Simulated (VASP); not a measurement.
```
BN
1.0
    1.27500    -2.20837     0.00000
    1.27500     2.20837     0.00000
    0.00000     0.00000     4.22000
B N
2 2
Direct
  0.66667   0.33333   0.50000
  0.33333   0.66667   0.00000
  0.66667   0.33333   0.87500
  0.33333   0.66667   0.37500
```

The base run (VASP): PBE GGA, plane waves, VASP's PBE PAW potentials (set 64). Numerical set-up: 520 eV cut-off, 11×11×6 Γ-centred mesh, Gaussian smearing of 0.050 eV, potentials B N.

One setting is varied; ΔE counts from the base run. The base run took about 7 core-seconds. Times come from single runs on busy shared machines, so they are rough: good to a factor of about 2.

Pressures at a finite cut-off, here 520 eV, hold a Pulay part, which wasn't tested here.

```tsv
setting	cost over the base run	electronic steps	ΔE (meV/atom)	pressure (GPa)
PREC = Low	within a factor of 2	13	-0.3	2.03
PREC = Normal	within a factor of 2	13	-0.1	2.03
LASPH = .FALSE.	within a factor of 2	13	0.0	1.99
PREC = Single	within a factor of 2	13	-0.1	1.99
base run	reference	13	0.0	1.99
ADDGRID = .TRUE.	within a factor of 2	13	0.0	1.99
LREAL = Auto	within a factor of 2	13	-0.3	1.98
```

Left out are runs that failed, have no time on record or changed the cell.

The compound is BN in the wurtzite structure, a metastable high-pressure form. The cell was not relaxed at this level.
